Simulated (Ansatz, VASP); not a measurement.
# C (Diamond): VASP beside Ansatz

One calculation is typed for both programs; each brings its own data sets. How far apart do they land? The cell is taken from a series of runs on this material, whose earlier steps may have relaxed, scaled, displaced or heated it; both programs get it as it stands.

Calculated with Ansatz 0.2.0; plane waves, with VASP 6.6.1 beside it; zone-centre phonons at LDA.

### 1. Starting point

It takes space group Imma (No. 74, orthorhombic). Conventional cell: a = 2.496 Å, b = 2.547 Å, c = 3.522 Å, α = 90.00°, β = 90.00°, γ = 90.00°. Nearest to C lie 4 C at 1.53 to 1.55 Å.

### 2. Ansatz: zone-centre phonons, LDA, pair 1

Ansatz runs on its PAW soft_1 files.

Second derivatives magnify differences that forces hide, and they need a tight electronic threshold.

Input file input.yaml:

```yaml
crystal:
  lattice:
    - [0.017887239, 1.7831607122, 1.7611088618]
    - [1.7831607122, 0.017887239, 1.7611088618]
    - [1.8010479512, 1.8010479512, 0.0]
  atoms:
    - { symbol: C, position: [0.5002501336, 0.5002501336, 0.4997498664] }
    - { symbol: C, position: [0.7497498664, 0.7497498664, 0.7502501336] }
kpoints:
  mp_grid: { grid: [12, 12, 12] }
hamiltonian:
  xc: lda
  pseudopotentials: { kind: paw, azcp: { folder: soft_1 }, xc_functional: pbe }
scf:
  occupations: { method: fixed }
output:
  eigenvalues: true
phonons:
  method: dfpt
```

Command:

```
$ ansatz run input.yaml --threads 4 --pin off --max-ram 10240MiB --backend cpu --events-out ev --progress --plain --runs-dir out
```

Numbers of over 12 decimals in the logs are rounded to 6 here.

Log:

```text
zone centre: on kpoints.mp_grid the ground state, and the responses unless they are solved on pairs of k-points, stand on 476 of the mesh's 1728 k-points, reduced under 2 symmetry operations, with k and −k counted as one. Each operation leaves every solved displacement unchanged or reverses it
Engine: ansatz 0.2.0, x86_64-unknown-linux-gnu
Pseudopotentials: kind: paw
Pseudopotential: C, paw, valence charge 4, recommended cutoff 420 eV (normal), soft_1/C.paw.azcp
Functional definition: SPW92
  exchange = slater_x
  correlation = pw_c
Crystal: 2 atoms, lattice volume = 11.198 Å³
Basis set: ecut = 420 eV, 217 PW (Γ), exchange–correlation on 40×40×40 points (8 copies of the dense FFT grid, shifted against one another)
Bands: 8, of which v1, the nominal top of the filled ones, is band 4 counted from 1 (3 counted from 0)
Symmetry: 8 space group operations
k-points: 476 of 1728 (irreducible under 2 space group operations, time reversal used)
Non-local potential: C, projectors of the file, l = 0: 2, l = 1: 2, l = 2: 1
PAW form: soft (Blöchl's): semilocal exchange-correlation on the pseudo side does not see the compensation charge
PAW frozen core: C, regenerated for the run's functional, and the local potential with it (the file was generated under x = pbe(κ = 0.804, μ = 0.219515), c = pbe(β = 0.066725))
PAW one-centre angular grid: C, 110 points (default); XC on 64 Gauss nodes
Initial density: superposition of atomic densities (chi_scale 0.1, normalization cell)
Initial wavefunctions: pseudopotential atomic-orbital guess
Functional: x = slater, c = lda
SCF iter   1: F=—  HF=-486.672635 eV  |F-HF|=—  |Δ(HF+E_count)|=         —  Δρ=1.43e-1  dr2=1.62e0  ethr=3.10e-3  ⟨swp⟩=3.9  Hψ=21874  notcnv=0  defer=837
preconditioner: auto → none  [insulator: Δε(μ)=4.625 eV  Ē_g=19.729 eV  n_scr=0 (ndim 8)  ℏωp=31.4 eV  f_vac=0.000  ε∞_Penn≈3.5]
SCF iter   2: F=—  HF=-486.049118 eV  |F-HF|=—  |Δ(HF+E_count)|=   6.24e-1  Δρ=5.43e-2  dr2=2.05e-1  ethr=3.10e-3  ⟨swp⟩=2.6  Hψ=10269  notcnv=0  defer=786
SCF iter   3: F=—  HF=-485.974599 eV  |F-HF|=—  |Δ(HF+E_count)|=   7.45e-2  Δρ=5.69e-3  dr2=1.08e-3  ethr=2.57e-3  ⟨swp⟩=2.8  Hψ=6692  notcnv=0  defer=891
SCF iter   4: F=—  HF=-485.974648 eV  |F-HF|=—  |Δ(HF+E_count)|=   4.89e-5  Δρ=1.08e-4  dr2=3.62e-7  ethr=1.35e-5  ⟨swp⟩=2.6  Hψ=5535  notcnv=0  defer=952
SCF iter   5: F=—  HF=-485.974651 eV  |F-HF|=—  |Δ(HF+E_count)|=   2.20e-6  Δρ=3.68e-5  dr2=3.41e-8  ethr=4.52e-9  ⟨swp⟩=2.2  Hψ=5452  notcnv=0  defer=289
SCF iter   6: F=—  HF=-485.974651 eV  |F-HF|=—  |Δ(HF+E_count)|=  8.83e-10  Δρ=5.25e-6  dr2=9.54e-10  ethr=4.27e-10  ⟨swp⟩=1.3  Hψ=4031  notcnv=0  defer=289
SCF iter   7: F=—  HF=-485.974651 eV  |F-HF|=—  |Δ(HF+E_count)|=  3.27e-10  Δρ=1.81e-6  dr2=1.01e-10  ethr=1.25e-12  ⟨swp⟩=7.4  Hψ=20212  notcnv=0
SCF iter   8: F=-485.974651 eV  HF=-485.974651 eV  |F-HF|=1.71e-13  |Δ(HF+E_count)|=  3.73e-11  Δρ=1.08e-7  dr2=3.86e-13  ethr=1.25e-12  ⟨swp⟩=4.9  Hψ=12248  notcnv=0
SCF 1 converged in 8 iterations: F = -485.974651 eV  dr2 = 3.86e-13
  greatest PAW one-centre occupation: 0.641 electrons in one spin orbital (limit 2), on the C atom at site 1 (counted from 0), in its partial waves of l = 0
DFPT response loops at Γ: preconditioner auto → none (the input reference at scf.mixing.eps_inf says where Resta's filter doesn't serve); β = 0.50; Broyden in place of MSR1
SCF converged after 8 iterations
Free energy (F): -485.974651 eV
Harris-Foulkes:  -485.974651 eV  (|F-HF|=1.71e-13)
Internal energy: -485.974651 eV  (E = F + TS)
E sigma→0 (E₀):  -485.974651 eV
Fermi energy:    13.443782 eV
--- Per-component energies (eV) ---
  E_band       = 34.703951
  E_kinetic    = 180.463695
  E_local      = -111.136158  (includes V_loc(G=0)·N_el)
  E_nonlocal   = 47.873582
  E_hartree    = 26.070463
  E_xc         = -94.900193
  E_vxc        = -117.526297  (∫ρ·V_xc dr)
  E_paw        = -185.023081  (= ΣΔE_a)
  E_vpaw       = -17.111836  (= ΣTr[D̂ρ^β])
  E_aug_tail   = 0.000037  (compensation charges beyond the density's cutoff)
  E_ewald      = -349.448662
  E_core_change = 0.125665  (= ΣΔE_core)
  E_smearing   = -0.000000  (= −TS)
  E_closure    = -0.000000  (closes the sum)
  Σ components = -485.974651   (vs F -485.974651, Δ=0.00e0)
--- Band table (eV; the first three rows and the last of 476) ---
  k-point 0: bands = ["-8.1832", "13.2421", "13.2921", "13.4438", "18.6732", "18.7831", "19.2411", "27.1201"]
  k-point 1: bands = ["-7.9920", "12.0298", "12.9776", "13.0705", "19.1613", "19.5362", "19.6400", "27.2346"]
  k-point 2: bands = ["-7.4207", "9.4634", "12.2824", "12.3968", "20.0784", "20.5094", "20.8152", "27.5679"]
  k-point 475: bands = ["0.6377", "0.8511", "6.6136", "7.0363", "17.4781", "18.2909", "30.1297", "30.1880"]
--- Phonons (Γ-DFPT): 2 representative perturbations + reference, on 476 of 1728 k-points (Σ response iterations 6) ---
  k mesh reduced under 2 symmetry operations, with k and −k counted as one. Each operation leaves every solved displacement unchanged or reverses it
  ASR residual: 4.032e-5 → 0.000e0 eV/Å²; symmetrization residual: 3.553e-14 eV/Å²
  ASR residual per site (eV/Å²): 4.03e-5 4.03e-5
  Γ frequencies (cm⁻¹): 0.00 0.00 0.00 1269.15 1305.54 1324.10
  non-analytic LO–TO correction: not included (Born effective charges unavailable; polar crystals: no LO–TO splitting at Γ)
```

The column dr2 measures how far the density is from self-consistency, as an energy; F and HF (Harris–Foulkes) agree once it is small.

### 3. VASP: zone-centre phonons, LDA, pair 1

The same cell, functional (in two slightly different forms) and mesh now go to VASP, with its own data sets.

Lines of VASP's logs that name or quote its potential files are left out, and so is its time.

Input file INCAR:

```
SYSTEM = C
PREC = Accurate
ENCUT = 600
EDIFF = 1E-08
NELM = 120
ISMEAR = 0
SIGMA = 0.01
LREAL = .FALSE.
ALGO = Normal
GGA = PW92
NBANDS = 10
LORBIT = 11
LWAVE = .FALSE.
LCHARG = .FALSE.
ISIF = 2
IBRION = 8
LASPH = .TRUE.
GGA_COMPAT = .FALSE.
EFERMI = MIDGAP
KPAR = 2
```

Input file POSCAR:

```
C
1.0
    0.0178872390      1.7831607122      1.7611088618
    1.7831607122      0.0178872390      1.7611088618
    1.8010479512      1.8010479512      0.0000000000
C
2
Direct
    0.5002501336      0.5002501336      0.4997498664
    0.7497498664      0.7497498664      0.7502501336
```

Input file KPOINTS:

```
Automatic mesh
0
Gamma
12 12 12
0 0 0
```

The projector-augmented-wave data sets are C (LDA family, release 64).

Command:

```
$ mpirun -np 2 vasp_std
```

Log:

```text
[banner, memory and clock lines left out]
running    2 mpi-ranks, on    1 nodes
 distrk:  each k-point on    1 cores,    2 groups
 distr:  one band on    1 cores,    1 groups

 POSCAR found type information on POSCAR C
 POSCAR found :  1 types and       2 ions
|                                                                             |
|               ----> ADVICE to this user running VASP <----                  |
|                                                                             |
|     You enforced a specific xc type in the INCAR file but a different       |
|     [... a line on the potential file left out ...]
|     I HOPE YOU KNOW WHAT YOU ARE DOING!                                     |
|                                                                             |

 LDA part: xc-table for (Slater(with rela. corr.)+PW92), standard interpolation
 POSCAR, INCAR and KPOINTS ok, starting setup
 FFT: planning ... GRIDC
 FFT: planning ... GRID_SOFT
 FFT: planning ... GRID
 WAVECAR not read
 entering main loop
       N       E                     dE             d eps       ncg     rms          rms(c)
DAV:   1    -0.358490535241E+00   -0.35849E+00   -0.52760E+03  5864   0.860E+02
DAV:   2    -0.207073604742E+02   -0.20349E+02   -0.19621E+02  7584   0.136E+02
DAV:   3    -0.210947975292E+02   -0.38744E+00   -0.38624E+00  6588   0.150E+01
DAV:   4    -0.210957033603E+02   -0.90583E-03   -0.90578E-03  6094   0.837E-01
DAV:   5    -0.210957046609E+02   -0.13006E-05   -0.13006E-05  6460   0.314E-02    0.576E+00
DAV:   6    -0.204791282383E+02    0.61658E+00   -0.35362E-01  5840   0.439E+00    0.333E+00
DAV:   7    -0.202641311303E+02    0.21500E+00   -0.41631E-01  6096   0.477E+00    0.726E-01
DAV:   8    -0.202639311368E+02    0.19999E-03   -0.89858E-03  6038   0.851E-01    0.263E-02
DAV:   9    -0.202639204172E+02    0.10720E-04   -0.33873E-05  6308   0.502E-02    0.194E-02
DAV:  10    -0.202639219503E+02   -0.15331E-05   -0.19364E-06  6216   0.125E-02    0.454E-03
DAV:  11    -0.202639219125E+02    0.37705E-07   -0.87458E-08  6376   0.254E-03    0.374E-04
DAV:  12    -0.202639219062E+02    0.63277E-08   -0.23166E-09  3486   0.459E-04
   1 F= -.20263922E+02 E0= -.20263922E+02  d E =0.000000E+00
 Linear response reoptimize wavefunctions to high precision
DAV:   1    -0.202639219056E+02    0.60282E-09   -0.18749E-10  3646   0.133E-04
DAV:   2    -0.202639219056E+02   -0.83560E-11   -0.61590E-12  2996   0.263E-05
 Linear response DOF=           2
 Linear response progress:
  Degree of freedom:   1/  2
       N       E                     dE             d eps       ncg     rms          rms(c)
RMM:   1    -0.119907821996E+00   -0.11991E+00   -0.19632E-02 42597   0.208E+00
RMM:   2    -0.110265088440E+00    0.96427E-02   -0.23443E-03 26476   0.401E-01    0.186E-01
RMM:   3    -0.110436413093E+00   -0.17132E-03   -0.19242E-04 26430   0.110E-01    0.102E-01
RMM:   4    -0.111218117332E+00   -0.78170E-03   -0.21938E-04 26200   0.113E-01    0.132E-02
RMM:   5    -0.111174578967E+00    0.43538E-04   -0.28843E-06 28326   0.134E-02    0.976E-04
RMM:   6    -0.111174142228E+00    0.43674E-06   -0.12387E-08 28440   0.880E-04    0.431E-04
RMM:   7    -0.111171638740E+00    0.25035E-05   -0.79430E-08 29218   0.430E-04    0.626E-05
RMM:   8    -0.111171626960E+00    0.11780E-07   -0.10701E-07 29928   0.149E-04    0.985E-06
RMM:   9    -0.111171504930E+00    0.12203E-06   -0.10123E-07 30221   0.123E-04    0.144E-06
RMM:  10    -0.111171502604E+00    0.23267E-08   -0.12842E-07 25478   0.112E-04    0.156E-07
RMM:  11    -0.111171503899E+00   -0.12950E-08   -0.10340E-07 17458   0.111E-04    0.436E-08
 first order change of Fermi-energy   0.11781E-04
 force on displaced ion       1 direction 1 : -37.393   1.579   0.000
 Linear response progress:
  Degree of freedom:   2/  2
       N       E                     dE             d eps       ncg     rms          rms(c)
RMM:   1    -0.118699138964E+00   -0.11870E+00   -0.14871E-02 13251   0.206E+00
RMM:   2    -0.110254068502E+00    0.84451E-02   -0.19918E-03  8528   0.389E-01    0.184E-01
RMM:   3    -0.110453448909E+00   -0.19938E-03   -0.18740E-04  8409   0.108E-01    0.101E-01
RMM:   4    -0.111223484919E+00   -0.77004E-03   -0.20927E-04  8308   0.111E-01    0.135E-02
RMM:   5    -0.111202934682E+00    0.20550E-04   -0.21550E-06  9046   0.124E-02    0.436E-03
RMM:   6    -0.111186300248E+00    0.16634E-04   -0.15019E-07  8879   0.235E-03    0.425E-04
RMM:   7    -0.111184785310E+00    0.15149E-05   -0.44475E-08  9349   0.427E-04    0.115E-04
RMM:   8    -0.111184245657E+00    0.53965E-06   -0.36218E-08  9593   0.171E-04    0.297E-05
RMM:   9    -0.111184112280E+00    0.13338E-06   -0.31099E-08  9686   0.125E-04    0.143E-06
RMM:  10    -0.111184111696E+00    0.58419E-09   -0.30393E-08  7883   0.109E-04    0.755E-07
 first order change of Fermi-energy  -0.11524E+01
 force on displaced ion       1 direction 3 :   0.000   0.000 -37.875
 Linear response finished
```

Parts of OUTCAR (step 3):

```text
ion  position               nearest neighbor table
   1  0.500  0.500  0.500-   2 1.53   2 1.53   2 1.55   2 1.55
   2  0.750  0.750  0.750-   1 1.53   1 1.53   1 1.55   1 1.55

  LATTYP: Found a body centered orthorhombic cell.
 ALAT       =     2.4964736871
 B/A-ratio  =     1.0202656860
 C/A-ratio  =     1.4108771672

 Subroutine GETGRP returns: Found  8 space group operations
 (whereof  4 operations were pure point group operations)

The static configuration has the point symmetry C_2v.
 The point group associated with its full space group is D_2h.

 Found    280 irreducible k-points:

   k-points           NKPTS =    280   k-points in BZ     NKDIM =    280   number of bands    NBANDS=     10

   dimension x,y,z NGX =    20 NGY =   20 NGZ =   20
   dimension x,y,z NGXF=    40 NGYF=   40 NGZF=   40

   ENCUT  =  600.0 eV  44.10 Ry    6.64 a.u.   5.01  5.01  5.09*2*pi/ulx,y,z

   NELECT =       8.0000    total number of electrons

 k-points in reciprocal lattice and weights: Automatic mesh
   0.00000000  0.00000000  0.00000000       0.001
   0.08333333  0.00000000  0.00000000       0.002
   0.16666667  0.00000000  0.00000000       0.002
   0.25000000  0.00000000  0.00000000       0.002
   0.33333333  0.00000000  0.00000000       0.002
   0.41666667  0.00000000  0.00000000       0.002
   0.50000000  0.00000000  0.00000000       0.001
   0.08333333  0.08333333  0.00000000       0.001
   0.16666667  0.08333333  0.00000000       0.002
[...]
0.25000000  0.25000000  0.50000000       0.001
  -0.25000000  0.25000000  0.50000000       0.001

 average (electrostatic) potential at core
       1 -49.3323       2 -49.3323

  Total       -0.7796396     -0.7796396      0.0096009     -0.7923272      0.0000000      0.0000000
  in kB     -111.5452244   -111.5452244      1.3736235   -113.3604764      0.0000000      0.0000000
  external PRESSURE =     -73.9056084 kB  Pullay stress =       0.0000000 kB

  energy-cutoff  :      600.00
  volume of cell :       11.20
      direct lattice vectors                 reciprocal lattice vectors
     0.017887239  1.783160712  1.761108862    -0.283242233  0.283242233  0.283912035
     1.783160712  0.017887239  1.761108862     0.283242233 -0.283242233  0.283912035
     1.801047951  1.801047951  0.000000000     0.277616151  0.277616151 -0.283912035

 POSITION                                       TOTAL-FORCE (eV/Angst)
 -----------------------------------------------------------------------------------
      1.80105      1.80105      1.76199         0.000000      0.000000      0.005078
      2.70157      2.70157      2.64078         0.000000      0.000000     -0.005078
 -----------------------------------------------------------------------------------
    total drift:                                0.000000     -0.000000      0.000000

 Eigenvectors and eigenvalues of the dynamical matrix
 ----------------------------------------------------

   1 f  =   39.824725 THz   250.226130 2PiTHz 1328.409850 cm-1   164.701756 meV
             X         Y         Z           dx          dy          dz
      1.801048  1.801048  1.761990    -0.500000    0.500000   -0.000000
      2.701572  2.701572  2.640782     0.500000   -0.500000    0.000000

   2 f  =   39.260046 THz   246.678143 2PiTHz 1309.574166 cm-1   162.366430 meV
             X         Y         Z           dx          dy          dz
      1.801048  1.801048  1.761990     0.000000    0.000000   -0.707107
      2.701572  2.701572  2.640782    -0.000000   -0.000000    0.707107

   3 f  =   38.176915 THz   239.872632 2PiTHz 1273.444814 cm-1   157.886963 meV
             X         Y         Z           dx          dy          dz
      1.801048  1.801048  1.761990     0.500000    0.500000    0.000000
      2.701572  2.701572  2.640782    -0.500000   -0.500000   -0.000000

   4 f  =    0.000000 THz     0.000003 2PiTHz    0.000014 cm-1     0.000002 meV
             X         Y         Z           dx          dy          dz
      1.801048  1.801048  1.761990     0.140840    0.610734   -0.327366
      2.701572  2.701572  2.640782     0.140840    0.610734   -0.327366

   5 f/i=    0.000000 THz     0.000002 2PiTHz    0.000012 cm-1     0.000002 meV
             X         Y         Z           dx          dy          dz
      1.801048  1.801048  1.761990     0.456318    0.169655    0.512827
      2.701572  2.701572  2.640782     0.456318    0.169655    0.512827

   6 f/i=    0.000000 THz     0.000003 2PiTHz    0.000015 cm-1     0.000002 meV
             X         Y         Z           dx          dy          dz
      1.801048  1.801048  1.761990     0.521477   -0.313403   -0.360334
      2.701572  2.701572  2.640782     0.521477   -0.313403   -0.360334

 ELASTIC MODULI CONTR FROM IONIC RELAXATION (kBar)
 Direction    XX          YY          ZZ          XY          YZ          ZX
 --------------------------------------------------------------------------------
 XX          -2.9600     -2.9600     -4.1409     11.4032     -0.0000      0.0000
 YY          -2.9600     -2.9600     -4.1409     11.4032      0.0000     -0.0000
 ZZ          -4.1409     -4.1409     -5.7929     15.9525     -0.0000      0.0000
 XY          11.4032     11.4032     15.9525    -43.9302      0.0000      0.0000
 YZ          -0.0000      0.0000     -0.0000      0.0000    -41.1952     33.0960
 ZX           0.0000     -0.0000      0.0000      0.0000     33.0960    -48.8128
 --------------------------------------------------------------------------------
```

### 4. Side by side

Known differences besides the potentials themselves: fixed occupations in Ansatz, narrow Gaussian smearing in VASP; the cutoff is 420 eV in Ansatz and 600 eV in VASP; VASP's log shows a relativistic correction to its local exchange, Ansatz's none. Total energies have different zeros and are not compared.

The two programs side by side:

```csv
quantity,Ansatz,VASP,difference
optical mode 1 (cm⁻¹),1269.2,1273.4,-0.34 %
optical mode 2 (cm⁻¹),1305.5,1309.6,-0.31 %
optical mode 3 (cm⁻¹),1324.1,1328.4,-0.32 %
```

Modes are paired by rising frequency, not by their patterns, so a pair may set unlike modes beside each other; they are those without the splitting of longitudinal modes.

(Part 1 of 2 ends here.)

[Lines on the potential files, build, host, timing and source positions are cut from VASP's logs without a mark.]

[Logs are printed without paths, hosts, clocks, repeated set-up lines and the standing remarks that a program may print on its own settings, such as how far it seeks lower states.]

[Hosts, paths, dates, database ids (printed as entryN), source tags and the programs' standing remarks are cut or masked in the printed files.]
